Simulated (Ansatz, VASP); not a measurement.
# As (arsenene 3 layers, AB): VASP beside Ansatz, part 2 of 2

Wanted: the spread between two codes on one cell, functional and k mesh. The structure shown is the start of the Ansatz relaxation below; VASP solves that cell, so the two are compared at the walk's first step.

VASP 6.6.1 and Ansatz 0.2.0.

So far: The starting structure; Ansatz: relaxation, PBE with D3(BJ).

### 3. VASP: single point, PBE with D3(BJ), start cell

Level of this step: PBE with D3(BJ); plane waves and PAW (As) (VASP).

The same cell, functional, mesh and smearing now go to VASP, with its own data sets.

Lines of VASP's logs that name or quote its potential files are left out, and so is its time.

Contents of INCAR:

```
SYSTEM = As
PREC = Accurate
ENCUT = 400
EDIFF = 1E-06
NELM = 120
ISMEAR = -1
SIGMA = 0.05
LREAL = .FALSE.
ALGO = Normal
GGA = PE
IVDW = 12
NBANDS = 21
LORBIT = 11
LWAVE = .FALSE.
LCHARG = .FALSE.
ISIF = 2
LDIPOL = .TRUE.
IDIPOL = 3
DIPOL = 0.5 0.5 0.5
LVHAR = .TRUE.
LASPH = .TRUE.
GGA_COMPAT = .FALSE.
NELMDL = -8
KPAR = 2
```

Contents of POSCAR:

```
As
1.0
    3.6100000000      0.0000000000      0.0000000000
   -1.8050000000      3.1263520000      0.0000000000
    0.0000000000      0.0000000000     51.4000000000
As
6
Direct
    0.6666666134      0.3333332267      0.4007782101
    0.3333332267      0.6666664534      0.4280155642
    0.0000000000      0.0000000000      0.4863813230
    0.6666666134      0.3333332267      0.5136186770
    0.6666666134      0.3333332267      0.5719844358
    0.3333332267      0.6666664534      0.5992217899
```

Contents of KPOINTS:

```
Automatic mesh
0
Gamma
12 12 1
0 0 0
```

Potentials, in the order of the species: As (PBE family, release 64).

Run with:

```bash
$ mpirun -np 2 vasp_std
```

Numbers of over 12 decimals in the logs are rounded to 6 here.

Log:

```text
[banner, memory and clock lines left out]
running    2 mpi-ranks, on    1 nodes
 distrk:  each k-point on    1 cores,    2 groups
 distr:  one band on    1 cores,    1 groups

 POSCAR found type information on POSCAR As
 POSCAR found :  1 types and       6 ions
 LDA part: xc-table for (Slater+PW92), standard interpolation
|                                                                             |
|           W    W    AA    RRRRR   N    N  II  N    N   GGGG   !!!           |
|           W    W   A  A   R    R  NN   N  II  NN   N  G    G  !!!           |
|           W    W  A    A  R    R  N N  N  II  N N  N  G       !!!           |
|           W WW W  AAAAAA  RRRRR   N  N N  II  N  N N  G  GGG   !            |
|           WW  WW  A    A  R   R   N   NN  II  N   NN  G    G                |
|           W    W  A    A  R    R  N    N  II  N    N   GGGG   !!!           |
|                                                                             |
|     One of the lattice vectors is very long (>50 A), but AMIN is rather     |
|     large. This can spoil convergence since charge sloshing might occur     |
|     along the long lattice vector. If problems with convergence are         |
|     observed, try to decrease AMIN to a smaller value (e.g. 0.01).          |
|     Note: This warning only applies if the self-consistency cycle is        |
|     used.                                                                   |
|                                                                             |

 POSCAR, INCAR and KPOINTS ok, starting setup
 FFT: planning ... GRIDC
 FFT: planning ... GRID_SOFT
 FFT: planning ... GRID
 WAVECAR not read
 entering main loop
       N       E                     dE             d eps       ncg     rms          rms(c)
DAV:   1     0.203028949065E+03    0.20303E+03   -0.76740E+03   814   0.790E+02
DAV:   2     0.262010439523E+00   -0.20277E+03   -0.19355E+03  1216   0.160E+02
DAV:   3    -0.268947645980E+02   -0.27157E+02   -0.26887E+02   970   0.687E+01
DAV:   4    -0.277954579651E+02   -0.90069E+00   -0.89579E+00  1081   0.154E+01
DAV:   5    -0.278184278280E+02   -0.22970E-01   -0.22903E-01  1187   0.206E+00
DAV:   6    -0.278189498543E+02   -0.52203E-03   -0.52185E-03  1127   0.328E-01
DAV:   7    -0.278189691631E+02   -0.19309E-04   -0.19306E-04  1163   0.515E-02
DAV:   8    -0.278189699779E+02   -0.81483E-06   -0.81482E-06  1054   0.975E-03    0.581E+00
DAV:   9    -0.277196713597E+02    0.99299E-01   -0.56736E-02  1012   0.139E+00    0.345E+00
DAV:  10    -0.276735758775E+02    0.46095E-01   -0.15085E-01  1028   0.251E+00    0.314E-01
DAV:  11    -0.276685796474E+02    0.49962E-02   -0.56124E-02  1076   0.193E+00    0.164E-01
DAV:  12    -0.276691121672E+02   -0.53252E-03   -0.72428E-03   917   0.664E-01    0.102E-01
DAV:  13    -0.276693896694E+02   -0.27750E-03   -0.23887E-03  1045   0.260E-01    0.429E-02
DAV:  14    -0.276693803090E+02    0.93605E-05   -0.36955E-04  1260   0.180E-01    0.275E-02
[...]
DAV:  18    -0.276694912427E+02   -0.57789E-04   -0.94653E-06   926   0.112E-02    0.287E-03
DAV:  19    -0.276695289776E+02   -0.37735E-04   -0.31460E-06   858   0.690E-03    0.195E-03
DAV:  20    -0.276695617468E+02   -0.32769E-04   -0.27513E-06   786   0.489E-03    0.118E-03
DAV:  21    -0.276695786491E+02   -0.16902E-04   -0.11099E-06   779   0.305E-03    0.654E-04
DAV:  22    -0.276695873771E+02   -0.87280E-05   -0.25867E-07   669   0.155E-03    0.429E-04
DAV:  23    -0.276695960731E+02   -0.86961E-05   -0.12417E-07   586   0.115E-03    0.273E-04
DAV:  24    -0.276696014368E+02   -0.53637E-05   -0.15483E-07   634   0.823E-04    0.195E-04
DAV:  25    -0.276696022383E+02   -0.80141E-06   -0.88715E-09   484   0.305E-04
   1 F= -.29484535E+02 E0= -.29478957E+02  d E =-.111548E-01
```

From OUTCAR (step 3):

```text
ion  position               nearest neighbor table
   1  0.667  0.333  0.401-   2 2.51   2 2.51   2 2.51
   2  0.333  0.667  0.428-   1 2.51   1 2.51   1 2.51
   3  0.000  0.000  0.486-   4 2.51   4 2.51   4 2.51
   4  0.667  0.333  0.514-   3 2.51   3 2.51   3 2.51
   5  0.667  0.333  0.572-   6 2.51   6 2.51   6 2.51
   6  0.333  0.667  0.599-   5 2.51   5 2.51   5 2.51

  LATTYP: Found a hexagonal cell.
 ALAT       =     3.6100000000
 C/A-ratio  =    14.2382271468

 Subroutine GETGRP returns: Found  6 space group operations
 (whereof  6 operations were pure point group operations)

The static configuration has the point symmetry C_3v.

 Found     19 irreducible k-points:

   k-points           NKPTS =     19   k-points in BZ     NKDIM =     19   number of bands    NBANDS=     21

   dimension x,y,z NGX =    24 NGY =   24 NGZ =  336
   dimension x,y,z NGXF=    48 NGYF=   48 NGZF=  672

   ENCUT  =  400.0 eV  29.40 Ry    5.42 a.u.   5.89  5.89 83.82*2*pi/ulx,y,z

   NELECT =      30.0000    total number of electrons

 k-points in reciprocal lattice and weights: Automatic mesh
   0.00000000  0.00000000  0.00000000       0.007
   0.08333333  0.00000000  0.00000000       0.042
   0.16666667  0.00000000  0.00000000       0.042
   0.25000000  0.00000000  0.00000000       0.042
   0.33333333  0.00000000  0.00000000       0.042
   0.41666667  0.00000000  0.00000000       0.042
   0.50000000  0.00000000  0.00000000       0.021
   0.08333333  0.08333333  0.00000000       0.042
   0.16666667  0.08333333  0.00000000       0.083
[...]
0.33333333  0.25000000  0.00000000       0.083
   0.33333333  0.33333333  0.00000000       0.014

 dipolmoment           0.000000      0.000000     -0.005140 electrons x Angstroem

 average (electrostatic) potential at core
       1 -57.3417       2 -57.3866       3 -57.4473       4 -57.4324       5 -57.4724
       6 -57.4409

 E-fermi :  -2.0191

 k-point     1 :       0.0000    0.0000    0.0000
  band No.  band energies     occupation
    ...
     11      -3.1457      2.00000
     12      -3.1457      2.00000
     13      -3.1095      2.00000
     14      -3.1095      2.00000
     15      -2.1948      1.94222
     16      -1.4342      0.00002
     17      -0.6411      0.00000
     18      -0.5184      0.00000
     19       0.0268      0.00000
     20       0.0268      0.00000
    ...

 k-point     2 :       0.0833    0.0000    0.0000
  band No.  band energies     occupation
    ...
     11      -3.5279      2.00000
     12      -3.3633      2.00000
     13      -3.3541      2.00000
     14      -3.2962      2.00000
     15      -2.0004      0.81570
     16      -0.7617      0.00000
     17      -0.4722      0.00000
     18      -0.1744      0.00000
     19       0.1567      0.00000
     20       0.2064      0.00000
    ...

 k-point     3 :       0.1667    0.0000    0.0000
  band No.  band energies     occupation
    ...
     11      -3.9867      2.00000
     12      -3.8282      2.00000
     13      -3.7327      2.00000
     14      -3.3699      2.00000
     15      -2.1611      1.88975
     16      -1.1351      0.00000
     17      -0.8470      0.00000
     18      -0.4976      0.00000
     19       0.5308      0.00000
     20       0.8312      0.00000
    ...

 Edisp (eV)   -1.81493

  Total      -0.21352    -0.21352     0.68333    -0.00000     0.00000     0.00000
  in kB      -0.58971    -0.58971     1.88726    -0.00000     0.00000     0.00000
  external pressure =        0.24 kB  Pullay stress =        0.00 kB

  energy-cutoff  :      400.00
  volume of cell :      580.11
      direct lattice vectors                 reciprocal lattice vectors
     3.610000000  0.000000000  0.000000000     0.277008310  0.159930808  0.000000000
    -1.805000000  3.126352000  0.000000000     0.000000000  0.319861615  0.000000000
     0.000000000  0.000000000 51.400000000     0.000000000  0.000000000  0.019455253

 POSITION                                       TOTAL-FORCE (eV/Angst)
 -----------------------------------------------------------------------------------
      1.80500      1.04212     20.60000        -0.000000     -0.000000      0.212271
      0.00000      2.08423     22.00000         0.000000      0.000000     -0.054935
      0.00000      0.00000     25.00000         0.000000     -0.000000     -0.046650
      1.80500      1.04212     26.40000         0.000000     -0.000000     -0.647925
      1.80500      1.04212     29.40000        -0.000000     -0.000000      0.526210
      0.00000      2.08423     30.80000         0.000000      0.000000      0.011030
 -----------------------------------------------------------------------------------
    total drift:                               -0.000000      0.000465     -0.000014

  FREE ENERGIE OF THE ION-ELECTRON SYSTEM (eV)
  ---------------------------------------------------
  free  energy   TOTEN  =       -29.4845345264 eV

  energy  without entropy=      -29.4733797274  energy(sigma->0) =      -29.47895713

 vacuum level on the upper side and lower side of the slab         2.150         2.232

 total charge
# of ion       s       p       d       tot
------------------------------------------
    1        1.296   1.369   0.041   2.706
    2        1.300   1.360   0.043   2.704
    3        1.304   1.354   0.044   2.702
    4        1.311   1.366   0.044   2.721
    5        1.311   1.364   0.044   2.719
    6        1.298   1.363   0.041   2.703
--------------------------------------------------
tot          7.820   8.175   0.258  16.254

[... 3 further parts left out ...]
```

### 4. Side by side

Known differences besides the potentials themselves: Ansatz cuts the interaction across the vacuum, VASP repeats the sheet with a dipole correction; the data sets hold 90 valence electrons in Ansatz (on its PAW soft_1 files) and 30 in VASP; the cutoff is 420 eV in Ansatz and 400 eV in VASP. Total energies have different zeros and are not compared.

Forces (eV/Å; atoms numbered as in POSCAR):

```
atom        Ansatz x, y, z          VASP x, y, z
 As1   0.000, 0.000, 0.284   0.000, 0.000, 0.212
 As2  0.000, 0.000, -0.132  0.000, 0.000, -0.055
 As3   0.000, 0.000, 0.023  0.000, 0.000, -0.047
 As4  0.000, 0.000, -0.722  0.000, 0.000, -0.648
 As5   0.000, 0.000, 0.606   0.000, 0.000, 0.526
 As6  0.000, 0.000, -0.059   0.000, 0.000, 0.011
```

The forces differ by 43 meV/Å r.m.s., which is 20.9 % of the r.m.s. force of 0.204 eV/Å (both taken over all components). With vacuum in the cell, a pressure given here is an average over mostly empty space and none of the material.

### 5. Summary of results

```
r.m.s. force difference (single point, PBE with D3(BJ), start cell) : 21 % of the r.m.s. force
```

The r.m.s. force difference is 21 % of the r.m.s. force (single point, PBE with D3(BJ), start cell), beyond the 3 % picked in this series as the mark of a large difference. The data sets hold unlike numbers of valence electrons (90 in Ansatz and 30 in VASP), so part of the differences comes from the potentials. What causes the difference of the single point, PBE with D3(BJ), start cell pair stays open here. 1 further run of this series is not shown here. How closely two codes agree says nothing of how well the functional describes the real material.

[Lines on the potential files, build, host, timing and source positions are cut from VASP's logs without a mark.]

[Logs are printed without paths, hosts, clocks, repeated set-up lines and the standing remarks that a program may print on its own settings, such as how far it seeks lower states.]

[Hosts, paths, dates, database ids (printed as entryN), source tags and the programs' standing remarks are cut or masked in the printed files.]
